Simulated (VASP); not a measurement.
# Nickel under strain

Aim: follow the pressure of Nickel through compression, expansion and shear. All runs use PBE. Left out of this account: 1 further run (fields: a reference on another mesh). The start is a cell from a database of measured crystal structures.

Method: PBE, spin-polarised from a ferromagnetic start (one magnetic atom a cell); plane waves and PAW (Ni), in VASP 6.6.1.

### 1. Starting point

Symmetry: Fm-3m, No. 225, cubic system. The conventional cell has a = 3.524 Å, b = 3.524 Å, c = 3.524 Å, α = 90.00°, β = 90.00°, γ = 90.00°. Ni has 12 Ni at 2.49 Å nearest.

Structure file:

```xyz
1
Lattice="0.0000 1.7619 1.7619 1.7619 0.0000 1.7619 1.7619 1.7619 0.0000" Properties=species:S:1:pos:R:3 pbc="T T T"
Ni    0.0000    0.0000    0.0000
```

### 2. Bands, cell as listed

The mesh alone shows little of the dispersion and can miss band extrema, so KPOINTS_OPT adds a path through the symmetry points after the self-consistent cycle. PBE, the usual starting point, adds the gradient of the density.

Input file INCAR:

```
SYSTEM = Ni
PREC = Accurate
ENCUT = 400
EDIFF = 1E-06
NELM = 100
ISMEAR = -1
SIGMA = 0.05
LREAL = .FALSE.
ALGO = Normal
GGA = PE
NBANDS = 17
ISPIN = 2
MAGMOM = 1
LASPH = .TRUE.
LMAXMIX = 4
LORBIT = 11
LWAVE = .FALSE.
LCHARG = .FALSE.
KPAR = 2
```

Input file POSCAR:

```
Ni
1.0
    0.0000000000      1.7619350000      1.7619350000
    1.7619350000      0.0000000000      1.7619350000
    1.7619350000      1.7619350000      0.0000000000
Ni
1
Direct
    0.0000000000      0.0000000000      0.0000000000
```

Input file KPOINTS:

```
Automatic mesh
0
Gamma
19 19 19
0 0 0
```

Input file KPOINTS_OPT:

```
Line mode
16
Line-mode
Reciprocal
  0.00000000   0.00000000   0.00000000 GAMMA
  0.50000000   0.00000000   0.50000000 X

  0.50000000   0.00000000   0.50000000 X
  0.50000000   0.25000000   0.75000000 W

  0.50000000   0.25000000   0.75000000 W
  0.37500000   0.37500000   0.75000000 K

  0.37500000   0.37500000   0.75000000 K
  0.00000000   0.00000000   0.00000000 GAMMA

  0.00000000   0.00000000   0.00000000 GAMMA
  0.50000000   0.50000000   0.50000000 L

  0.50000000   0.50000000   0.50000000 L
  0.62500000   0.25000000   0.62500000 U

  0.62500000   0.25000000   0.62500000 U
  0.50000000   0.25000000   0.75000000 W

  0.50000000   0.25000000   0.75000000 W
  0.50000000   0.50000000   0.50000000 L

  0.50000000   0.50000000   0.50000000 L
  0.37500000   0.37500000   0.75000000 K

  0.62500000   0.25000000   0.62500000 U
  0.50000000   0.00000000   0.50000000 X
```

The projector-augmented-wave data sets are Ni (PBE family, release 64).

The run is started by

```sh
mpirun -np 2 vasp_std
```

Log:

```text
[banner, memory and clock lines left out]
running    2 mpi-ranks, on    1 nodes
 distrk:  each k-point on    1 cores,    2 groups
 distr:  one band on    1 cores,    1 groups

 POSCAR found type information on POSCAR Ni
 POSCAR found :  1 types and       1 ions
 LDA part: xc-table for (Slater+PW92), standard interpolation
 POSCAR, INCAR and KPOINTS ok, starting setup
 FFT: planning ... GRIDC
 FFT: planning ... GRID_SOFT
 FFT: planning ... GRID
 WAVECAR not read
 entering main loop
       N       E                     dE             d eps       ncg     rms          rms(c)
DAV:   1     0.299223020812E+02    0.29922E+02   -0.32855E+03 16405   0.618E+02
DAV:   2    -0.522306098548E+01   -0.35145E+02   -0.32531E+02 16791   0.132E+02
DAV:   3    -0.649630927900E+01   -0.12732E+01   -0.12629E+01 18114   0.256E+01
DAV:   4    -0.650152219965E+01   -0.52129E-02   -0.52117E-02 18780   0.153E+00
DAV:   5    -0.650154964297E+01   -0.27443E-04   -0.27441E-04 18903   0.104E-01    0.987E+00
DAV:   6    -0.583267611845E+01    0.66887E+00   -0.13222E+01 22206   0.356E+01    0.609E+00
DAV:   7    -0.549436265503E+01    0.33831E+00   -0.23279E+00 20483   0.135E+01    0.191E+00
DAV:   8    -0.548061962874E+01    0.13743E-01   -0.20374E-02 19621   0.813E-01    0.965E-01
DAV:   9    -0.547789482781E+01    0.27248E-02   -0.22289E-03 24265   0.261E-01    0.259E-01
DAV:  10    -0.547735096779E+01    0.54386E-03   -0.65766E-04 24002   0.134E-01    0.396E-02
DAV:  11    -0.547734266533E+01    0.83025E-05   -0.52287E-05 21429   0.534E-02    0.241E-02
DAV:  12    -0.547734337215E+01   -0.70682E-06   -0.17648E-06 14886   0.843E-03
   1 F= -.54773434E+01 E0= -.54698639E+01  d E =-.149588E-01  mag=     0.6345
 Start KPOINTS_OPT (optional k-point list driver)
k-point batch [1-160\160]
       N       E                     dE             ncg
DAV:   1     0.180538691498E+05   -0.51271E+05    11769
DAV:   2     0.119909900253E+05   -0.60629E+04    12214
DAV:   3     0.117717697307E+05   -0.21922E+03    13544
DAV:   4     0.117709891432E+05   -0.78059E+00    13420
DAV:   5     0.117709861568E+05   -0.29864E-02    13556
DAV:   6     0.117709861370E+05   -0.19799E-04    12457
DAV:   7     0.117709861366E+05   -0.41151E-06    10982
```

Wall time 14 s (2 MPI ranks of AMD EPYC 9R45, shared host); peak memory 0.29 GiB; 27 s of CPU time.

The logs omit lines about the potential files and the build; timing stands in the text.

OUTCAR, selected parts (step 2):

```text
ion  position               nearest neighbor table
   1  0.000  0.000  0.000-

  LATTYP: Found a face centered cubic cell.
 ALAT       =     3.5238700000

 Subroutine GETGRP returns: Found 48 space group operations
 (whereof 48 operations were pure point group operations)

The static configuration has the point symmetry O_h .

 Found    220 irreducible k-points:

   k-points           NKPTS =    220   k-points in BZ     NKDIM =    220   number of bands    NBANDS=     17

   dimension x,y,z NGX =    16 NGY =   16 NGZ =   16
   dimension x,y,z NGXF=    32 NGYF=   32 NGZF=   32

   ENCUT  =  400.0 eV  29.40 Ry    5.42 a.u.   4.06  4.06  4.06*2*pi/ulx,y,z

   NELECT =      10.0000    total number of electrons

 k-points in reciprocal lattice and weights: Automatic mesh
   0.00000000  0.00000000  0.00000000       0.000
   0.05263158  0.00000000  0.00000000       0.001
   0.10526316  0.00000000  0.00000000       0.001
   0.15789474  0.00000000  0.00000000       0.001
   0.21052632  0.00000000  0.00000000       0.001
   0.26315789  0.00000000  0.00000000       0.001
   0.31578947  0.00000000  0.00000000       0.001
   0.36842105  0.00000000  0.00000000       0.001
   0.42105263  0.00000000  0.00000000       0.001
[...]
-0.31578947  0.47368421  0.21052632       0.003
  -0.26315789  0.47368421  0.21052632       0.003

 average (electrostatic) potential at core
       1 -82.0733

 E-fermi :   9.3064

 spin component 1
 k-point     1 :       0.0000    0.0000    0.0000
  band No.  band energies     occupation
    ...
      2       6.8769      1.00000
      3       6.8769      1.00000
      4       6.8769      1.00000
      5       8.0451      1.00000
      6       8.0451      1.00000
      7      32.9817      0.00000
      8      36.7950      0.00000
      9      36.7951      0.00000
     10      36.7951      0.00000
     11      39.7184      0.00000
    ...

 k-point     2 :       0.0526    0.0000    0.0000
  band No.  band energies     occupation
    ...
      2       6.8492      1.00000
      3       6.9012      1.00000
      4       6.9012      1.00000
      5       8.0347      1.00000
      6       8.0347      1.00000
      7      32.6431      0.00000
      8      35.3417      0.00000
      9      36.5235      0.00000
     10      36.5235      0.00000
     11      40.1165      0.00000
    ...

 k-point     3 :       0.1053    0.0000    0.0000
  band No.  band energies     occupation
    ...
      2       6.7732      1.00000
      3       6.9659      1.00000
      4       6.9659      1.00000
      5       8.0112      1.00000
      6       8.0112      1.00000
      7      30.9705      0.00000
      8      34.1699      0.00000
      9      35.9733      0.00000
     10      35.9733      0.00000
     11      40.9302      0.00000
    ...

 k-point     4 :       0.1579    0.0000    0.0000
  band No.  band energies     occupation
    ...
      2       6.6704      1.00000
      3       7.0454      1.00000
      4       7.0454      1.00000
      5       7.9983      1.00000
      6       7.9983      1.00000
      7      28.3672      0.00000
      8      33.7742      0.00000
      9      35.4117      0.00000
     10      35.4118      0.00000
     11      40.8747      0.00000
    ...

 k-point     5 :       0.2105    0.0000    0.0000
  band No.  band energies     occupation
    ...
      2       6.5811      1.00000
      3       7.0995      1.00000
      4       7.0995      1.00000
      5       8.0342      1.00000
      6       8.0342      1.00000
      7      25.6531      0.00000
      8      33.4070      0.00000
      9      34.9268      0.00000
     10      34.9268      0.00000
     11      40.9961      0.00000
    ...

 k-point     6 :       0.2632    0.0000    0.0000
  band No.  band energies     occupation
    ...
      2       6.5717      1.00000
      3       7.0977      1.00000
      4       7.0977      1.00000
      5       8.1425      1.00000
      6       8.1425      1.00000
      7      23.0194      0.00000
      8      32.9462      0.00000
      9      34.5392      0.00000
     10      34.5392      0.00000
     11      39.9277      0.00000
    ...

  Total       -0.1026374     -0.1026374     -0.1026374      0.0000000      0.0000000      0.0000000
  in kB      -15.0319946    -15.0319946    -15.0319946      0.0000000      0.0000000      0.0000000
  external PRESSURE =     -15.0319946 kB  Pullay stress =       0.0000000 kB

  energy-cutoff  :      400.00
  volume of cell :       10.94
      direct lattice vectors                 reciprocal lattice vectors
     0.000000000  1.761935000  1.761935000    -0.283778914  0.283778914  0.283778914
     1.761935000  0.000000000  1.761935000     0.283778914 -0.283778914  0.283778914
     1.761935000  1.761935000  0.000000000     0.283778914  0.283778914 -0.283778914

 POSITION                                       TOTAL-FORCE (eV/Angst)
 -----------------------------------------------------------------------------------
      0.00000      0.00000      0.00000         0.000000      0.000000      0.000000
 -----------------------------------------------------------------------------------
    total drift:                                0.000000      0.000000      0.000000

  FREE ENERGIE OF THE ION-ELECTRON SYSTEM (eV)
  ---------------------------------------------------
  free  energy   TOTEN  =        -5.4773433721 eV

  energy  without entropy=       -5.4623845230  energy(sigma->0) =       -5.46986395

 total charge
# of ion       s       p       d       tot
------------------------------------------
    1        0.496   0.493   8.308   9.297

 magnetization (x)
# of ion       s       p       d       tot
------------------------------------------
    1       -0.006  -0.025   0.679   0.647

[... 6 further parts left out ...]
```

The cell holds one magnetic atom, so no antiferromagnetic order fits into it.

Numbers from this step:

* SCF cycles: 12
* electrons: 10
* bands: 17
* irreducible k-points: 220
* symmetry operations: 48
* free energy (TOTEN): -5.477 eV
* energy at zero smearing: -5.470 eV
* Fermi energy: 9.306 eV
* pressure: -1.503 GPa
* moment of the cell, from the last line of the log: 0.6345 μB
* metallic: yes

Spin moment in the PAW sphere by atom:

```csv
atom,spin moment in the PAW sphere (μB)
Ni1,0.647
```

Spin up. Electronic bands along the path, in eV, zero at the Fermi level; # counts the bands kept:

```csv
point,#2,#3,#4,#5,#6,#7
Γ,-2.43,-2.43,-2.43,-1.26,-1.26,23.68
0.53 of the way,-3.43,-1.82,-1.50,-1.50,-0.88,18.67
X,-4.18,-0.56,-0.49,-0.49,2.44,9.16
0.47 of the way,-3.94,-1.57,-0.84,-0.49,4.11,9.35
W,-3.06,-3.06,-1.33,-0.49,7.69,7.69
0.47 of the way,-3.53,-2.50,-1.22,-0.58,6.29,7.66
K,-3.70,-2.11,-1.10,-0.74,5.69,7.24
0.53 of the way,-2.99,-2.28,-1.85,-1.67,-0.61,15.65
Γ,-2.43,-2.43,-2.43,-1.26,-1.26,23.68
0.47 of the way,-2.74,-2.20,-2.20,-1.23,-1.23,15.19
L,-2.41,-2.41,-0.61,-0.61,-0.29,5.61
0.47 of the way,-2.87,-2.26,-2.00,-0.68,2.49,5.86
U,-3.70,-2.11,-1.10,-0.74,5.69,7.24
0.47 of the way,-3.57,-2.42,-1.20,-0.61,6.15,7.58
W,-3.06,-3.06,-1.33,-0.49,7.69,7.69
0.53 of the way,-3.02,-2.44,-1.86,-0.70,3.03,5.97
L,-2.41,-2.41,-0.61,-0.61,-0.29,5.61
0.53 of the way,-3.00,-2.38,-1.88,-0.70,2.98,5.95
K,-3.70,-2.11,-1.10,-0.74,5.69,7.24
jump to U,-3.70,-2.11,-1.10,-0.74,5.69,7.24
0.53 of the way,-4.06,-1.09,-0.70,-0.54,3.39,9.24
X,-4.18,-0.56,-0.49,-0.49,2.44,9.16
```

The electronic bands as a text plot (rows in eV, shown from -8.0 to 5.6 only):

```
    5.3 |           *                         *         *
    4.8 |                                           *       * *
    4.2 |                 *                  *
    3.6 |          *                                           *
    3.1 |         *                                  *     *
    2.5 |        *                          *                   *
    1.9 |                  *                          *
    1.4 |       *                          *              *
    0.8 |                   *                          * *
    0.2 |                                 *
   -0.3 |      *********     *           **      ***    *      **
   -0.9 |  *****  ***   ***   **      ***********   **** *******
   -1.5 |*** **    * *** *************  *  * **  ****  * *  * *
   -2.0 | ****      *   *     ***   ****   **  *     ***  ** *
   -2.6 |***         * * ** ** **************** **  *********
   -3.2 |   **       **   *****              *   *****     **
   -3.7 |     **   *********                 ********       ***
   -4.3 |       ****        *               *        **   **  ***
   -4.9 |      ***                      ****           ***      *
   -5.4 |     *              *         *
   -6.0 |    *
   -6.6 |                     *       *
   -7.1 |   *                  *
   -7.7 |                            *
         Γ       X    W  K        Γ      L     U  W     L   K|U X
```

Spin down. Electronic bands along the path, in eV, zero at the Fermi level; # counts the bands kept:

```csv
point,#1,#2,#3,#4,#5,#6,#7
Γ,-9.02,-1.67,-1.67,-1.67,-0.67,-0.67,23.51
0.53 of the way,-5.78,-2.75,-1.35,-0.70,-0.70,-0.27,18.74
X,-4.27,-3.55,0.06,0.39,0.39,2.39,9.41
0.47 of the way,-3.92,-3.32,-0.90,-0.24,0.39,4.27,9.57
W,-3.35,-2.44,-2.44,-0.76,0.39,7.87,7.87
0.47 of the way,-3.43,-2.93,-1.87,-0.64,0.29,6.48,7.85
K,-3.52,-3.15,-1.48,-0.52,0.12,5.89,7.42
0.53 of the way,-6.12,-2.31,-1.64,-1.10,-1.06,0.08,15.79
Γ,-9.02,-1.67,-1.67,-1.67,-0.67,-0.67,23.51
0.47 of the way,-7.03,-2.07,-1.48,-1.48,-0.58,-0.58,15.32
L,-4.38,-1.78,-1.78,-0.35,0.15,0.15,6.04
0.47 of the way,-3.74,-2.43,-1.68,-1.37,0.10,2.77,6.23
U,-3.52,-3.15,-1.48,-0.52,0.12,5.89,7.42
0.47 of the way,-3.44,-2.98,-1.80,-0.62,0.26,6.34,7.76
W,-3.35,-2.44,-2.44,-0.76,0.39,7.87,7.87
0.53 of the way,-3.54,-2.60,-1.84,-1.24,0.09,3.30,6.32
L,-4.38,-1.78,-1.78,-0.35,0.15,0.15,6.04
0.53 of the way,-3.58,-2.59,-1.78,-1.26,0.09,3.25,6.30
K,-3.52,-3.15,-1.48,-0.52,0.12,5.89,7.42
jump to U,-3.52,-3.15,-1.48,-0.52,0.12,5.89,7.42
0.53 of the way,-4.09,-3.44,-0.38,-0.09,0.33,3.51,9.48
X,-4.27,-3.55,0.06,0.39,0.39,2.39,9.41
```

The electronic bands as a text plot (rows in eV, shown from -8.0 to 6.0 only):

```
    5.7 |           *   **                    **        *    *
    5.2 |                                           *         *
    4.6 |                 *                                 *
    4.0 |          *                         *
    3.4 |                                            *     *   *
    2.8 |         *                         *
    2.2 |        *         *                          *         *
    1.7 |       *           *              *              *
    1.1 |                                              * *
    0.5 |       ********     *            *     ****          ***
   -0.1 |    *******    ***   *        *********    *************
   -0.7 |******    *********** ********  **   *******       **
   -1.3 | *****     *   *  ******   *** *  *** *     *** ***  *
   -1.9 |***         * * **  * **************** **   * *******
   -2.4 |   *        **    ****             *     *****    *
   -3.0 |    ***    *  ****                  ***** **       ***
   -3.6 |       *********  *                *******  *     * ****
   -4.2 |      *****        *            ***          *****    **
   -4.8 |                               *
   -5.4 |     *              *         *
   -6.0 |    *
   -6.5 |                     *       *
   -7.1 |   *
   -7.7 |                      *     *
         Γ       X    W  K        Γ      L     U  W     L   K|U X
```

There is no gap at this level.

(Continued in part 2 of 5.)

[Lines on the potential files, build, host, timing and source positions are cut from VASP's logs without a mark.]

[Logs are printed without paths, hosts, clocks, repeated set-up lines and the standing remarks that a program may print on its own settings, such as how far it seeks lower states.]

[Hosts, paths, dates, database ids (printed as entryN), source tags and the programs' standing remarks are cut or masked in the printed files.]

[A measured line is paired with the nearest computed mode of its activity, which favours agreement.]
